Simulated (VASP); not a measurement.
Given:

MgO is modelled in the cubic space group Fm-3m (No. 225), the rock salt structure, Pearson symbol cF8. Cell: a = 4.2469 Å, b = 4.2469 Å, c = 4.2469 Å, α = 90.00°, β = 90.00°, γ = 90.00°. Mg on 4a is coordinated by 6 O at 2.123 Å (octahedral). O on 4b sees 6 Mg at 2.123 Å (octahedral). (Neighbours: up to the widest gap in distance over summed covalent radii, below 1.35, at either atom; cation-cation and far metal-metal contacts left out.)
(The calculation used a cell of 2 atoms; values per cell refer to that cell.)

Calculation: PBE GGA, VASP's PBE PAW potentials (set 64) (plane waves; VASP). Run with 600 eV cut-off, 10×10×10 Γ-centred mesh, Gaussian smearing of 0.050 eV, potentials Mg O.

Each relaxation starts from this cell; other phases were not tried.

**Question.** The cell is relaxed at 15 GPa. What happens?

**Answer.** The volume per atom goes from 9.57 to 8.80 Å³ (-8.1 %), and the cell becomes a = b = c = 4.1291 Å, α = β = γ = 90.00°, space group Fm-3m. The gap on the mesh goes from 4.49 to 5.33 eV.

**Question.** The cell is relaxed at 30 GPa. What happens?

**Answer.** The volume per atom goes from 9.57 to 8.26 Å³ (-13.7 %), and the cell becomes a = b = c = 4.0434 Å, α = β = γ = 90.00°, space group Fm-3m. The gap on the mesh goes from 4.49 to 6.02 eV.

Failed runs are left out, and for metals the shear rows, which the mesh's noise covers.

The compound is MgO in the rock salt structure.
